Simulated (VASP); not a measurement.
Level of theory: PBE GGA, VASP's PBE PAW potentials (set 64) (plane waves; VASP).

VASP ran on this input.

**INCAR**
```
SYSTEM = P
PREC = Accurate
ENCUT = 400
EDIFF = 1E-6
NELM = 100
ALGO = Normal
LREAL = .FALSE.
LASPH = .TRUE.
ISMEAR = 0
SIGMA = 0.05
GGA = PE
LWAVE = .FALSE.
LCHARG = .FALSE.
ISIF = 2
```

### POSCAR
```
P
1
    1.6550000000    -5.2400000000    -0.0000000000
    1.6550000000     5.2400000000     0.0000000000
    0.0000000000     0.0000000000     4.3800000000
P
4
Direct
  0.1017000000   0.8983000000   0.9194000000
  0.3983000000   0.6017000000   0.4194000000
  0.6017000000   0.3983000000   0.5806000000
  0.8983000000   0.1017000000   0.0806000000
```

### KPOINTS
```
Automatic mesh
0
gamma
  8 8 6
```

POTCAR, in this order: P (PBE.64 set). Program: vasp_std.

Question: What does the run give for the energy per atom (σ→0), pressure, largest force?

Answer: 
| Property | Value |
|---|---|
| energy per atom (σ→0) | -5.366 eV/atom |
| pressure | 1.95 GPa |
| largest force | 0.056 eV/Å |

### OSZICAR
```
...
DAV:   6    -0.215080899820E+02    0.10692E+00   -0.67315E-02  2820   0.159E+00    0.609E+00
DAV:   7    -0.214635584363E+02    0.44532E-01   -0.11445E-01  2976   0.214E+00    0.277E-01
DAV:   8    -0.214634805702E+02    0.77866E-04   -0.10403E-02  2748   0.707E-01    0.136E-01
DAV:   9    -0.214635523717E+02   -0.71802E-04   -0.42404E-04  3224   0.151E-01    0.710E-02
DAV:  10    -0.214635711894E+02   -0.18818E-04   -0.59640E-05  2802   0.494E-02    0.283E-02
DAV:  11    -0.214635796818E+02   -0.84924E-05   -0.12336E-05  2976   0.300E-02    0.987E-03
DAV:  12    -0.214635800373E+02   -0.35549E-06   -0.41922E-07  1686   0.481E-03
   1 F= -.21463580E+02 E0= -.21463566E+02  d E =-.276806E-04
```

The compound is P in the black structure. The cell was not relaxed at this level.
